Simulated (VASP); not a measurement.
An input for Quantum ESPRESSO's pw.x (written as the equivalent of a VASP run, and not itself run):

```
&CONTROL
  calculation = 'scf'
  pseudo_dir = './pseudo'
  outdir = './out'
  tprnfor = .true.
  tstress = .true.
/
&SYSTEM
  ibrav = 0
  nat = 8
  ntyp = 3
  ecutwfc = 102
  occupations = 'smearing'
  smearing = 'gaussian'
  degauss = 0.003675
  input_dft = 'pbe'
/
&ELECTRONS
  conv_thr = 7.3e-08
  electron_maxstep = 100
/
ATOMIC_SPECIES
  Zn 65.380 Zn.upf
  Cd 112.414 Cd.upf
  S 32.060 S.upf
CELL_PARAMETERS angstrom
     4.1265204   -7.1086398   -0.0043016
     2.0465009    3.5446437    0.0000000
    -0.0035059    0.0020241    6.6994455
ATOMIC_POSITIONS crystal
  Zn   0.3330613  0.3330603  0.5007683
  Cd   0.1727288  0.6727288  0.0040594
  Cd   0.8358039  0.3358029  0.4976256
  Cd   0.6600128  0.6600138  0.0013777
  S    0.3312531  0.3312521  0.8532474
  S    0.1843939  0.6843939  0.3881048
  S    0.8357584  0.3357574  0.8799693
  S    0.6469897  0.6469907  0.3828475
K_POINTS automatic
  3 6 3 0 0 0
```

Problem. Translate this input to VASP (INCAR, KPOINTS, POSCAR, choice of POTCAR).

Solution. This is not unique; one that fits is 
File POSCAR:
```
Cd3ZnS4
7.108640
  0.5804936560  -0.9999999657  -0.0006051188
  0.2878892285   0.4986387923   0.0000000000
 -0.0004931850   0.0002847406   0.9424370178
Zn Cd S
1 3 4
Direct
  0.3330613114   0.3330603114   0.5007682980
  0.1727288212   0.6727288212   0.0040593559
  0.8358039347   0.3358029347   0.4976256341
  0.6600128439   0.6600138439   0.0013777062
  0.3312530546   0.3312520546   0.8532473912
  0.1843939277   0.6843939277   0.3881047671
  0.8357584432   0.3357574432   0.8799693069
  0.6469896633   0.6469906633   0.3828475406
```

INCAR:
```
! general
SYSTEM   =  Cd3ZnS4
PREC     =  Accurate
ENCUT    =  400   ! plane-wave cut-off (eV)
LREAL    =  .False.   ! projection in real space or not
LASPH    =  .True.   ! aspherical one-centre terms

! electronic loop
EDIFF    =  1E-6   ! SCF stop (eV)
NELM     =  100   ! most electronic steps
ALGO     =  Normal
LMAXMIX  =  4   ! l cut-off of mixed one-centre charges

! smearing
ISMEAR   =  0
SIGMA    =  0.05   ! width (eV)

! functional
GGA      =  PE

! output
LWAVE    =  .False.
LCHARG   =  .True.
```

**KPOINTS**
```
Automatic mesh
0
Gamma
3 6 3
0 0 0
```

POTCAR, in this order: Zn Cd S (PBE.64 set). Program: vasp_std.

What does not carry over: the potentials are each code's own (VASP's PAW set, PseudoDojo norm-conserving files in pw.x), so ENCUT and ecutwfc are chosen apart and not converted; conv_thr bounds pw.x's estimated SCF error, while EDIFF bounds the energy change between steps.

The structure was generated: Cd3ZnS4 was put into an ordered model structure (Pm), which need not be its known phase. It was relaxed first.
